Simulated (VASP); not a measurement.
Level of theory: PBE GGA, VASP's PBE PAW potentials (set 64) (plane waves; VASP).

A VASP calculation is set up with these files.

**KPOINTS**
```
Automatic
0
Gamma
  7 7 7
```

### INCAR
```
ALGO=Normal
EDIFF=1E-6
EDIFFG=-0.01
ENCUT=400
GGA=PE
IBRION=2
ISIF=3
ISMEAR=0
LASPH=.TRUE.
LCHARG=.FALSE.
LMAXMIX=4
LREAL=.FALSE.
LWAVE=.FALSE.
NELM=100
NSW=60
PREC=Accurate
SIGMA=0.05
SYSTEM=ZnSe
```

### POSCAR
```
ZnSe
1
    0.0000000000     2.8350000000     2.8350000000
    2.8350000000     0.0000000000     2.8350000000
    2.8350000000     2.8350000000     0.0000000000
Zn Se
1 1
Direct
  0.0000000000   0.0000000000   0.0000000000
  0.2500000000   0.2500000000   0.2500000000
```

POTCAR, in this order: Zn Se (PBE.64 set). Program: vasp_std.

Energy and stress use the plane-wave basis of the starting cell.

### Question
Estimate the energy per atom (σ→0), volume per atom, band gap (on the k-mesh).

### Answer

- energy per atom (σ→0) = -3014 meV/atom
- band gap (on the k-mesh) = 1.15 eV
- volume per atom = 23.57 Å³/atom

**OSZICAR**
```
...
       N       E                     dE             d eps       ncg     rms          rms(c)
DAV:   1    -0.602807821774E+01   -0.43753E-03   -0.59387E-03   620   0.162E+00    0.151E-01
DAV:   2    -0.602768549924E+01    0.39272E-03   -0.14273E-03   615   0.103E+00    0.551E-02
DAV:   3    -0.602763641043E+01    0.49089E-04   -0.48950E-05   545   0.595E-02    0.263E-02
DAV:   4    -0.602762429316E+01    0.12117E-04   -0.69565E-06   580   0.306E-02    0.102E-02
DAV:   5    -0.602762263212E+01    0.16610E-05   -0.12067E-06   285   0.250E-02    0.970E-04
DAV:   6    -0.602762271415E+01   -0.82034E-07   -0.96686E-07   260   0.158E-02
   4 F= -.60276227E+01 E0= -.60276227E+01  d E =-.917255E-02
```

The compound is ZnSe in the zinc blende structure. This run relaxes it. Symmetry was kept, so distortions that lower it aren't found.
